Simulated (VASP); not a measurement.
A convergence study with VASP on Ge (diamond): one setting is varied, all else stays as given below, so the limit is that of these other settings. Each run relaxes cell and ions from the cell shown. The basis is that of the starting cell, so low cut-offs carry a Pulay error.

```
CELL_PARAMETERS angstrom
      0.00000     2.82900     2.82900
      2.82900     0.00000     2.82900
      2.82900     2.82900     0.00000
ATOMIC_POSITIONS crystal
  Ge 0.00000 0.00000 0.00000
  Ge 0.25000 0.25000 0.25000
```

The numbers are results of LDA (Ceperley-Alder, Perdew-Zunger), VASP's LDA PAW potentials (set 64) (plane waves; VASP), not measurements. The tightest run used: 700 eV cut-off, 7×7×7 Γ-centred mesh, Gaussian smearing of 0.050 eV, potentials Ge_d.

The settings run are ENCUT = 250; ENCUT = 300; ENCUT = 350; ENCUT = 400; ENCUT = 450; ENCUT = 500; ENCUT = 600; ENCUT = 650; ENCUT = 700. From which on does the relaxed volume stay within 0.05 Å³/atom of the tightest run?

From ENCUT = 500 on: it is off by 0.014 there and by no more than 0.05 in any finer run, while ENCUT = 450 is off by 0.088.
```csv
setting,relaxed volume (Å³/atom),E (eV/atom),plane waves,difference judged (Å³/atom)
ENCUT = 250,20.160,-5.2563,418,2.083
ENCUT = 300,21.937,-5.1870,547,0.306
ENCUT = 350,22.230,-5.1860,683,0.013
ENCUT = 400,22.119,-5.1856,869,0.125
ENCUT = 450,22.155,-5.1850,998,0.088
ENCUT = 500,22.229,-5.1846,1173,0.014
ENCUT = 600,22.252,-5.1846,1525,0.009
ENCUT = 650,22.241,-5.1846,1721,0.003
ENCUT = 700,22.243,-5.1846,1922,0.000
```

Left out are rungs that failed or repeat a setting and relaxations that didn't move; long series are thinned to 24 rows.

The compound is Ge in the diamond structure.
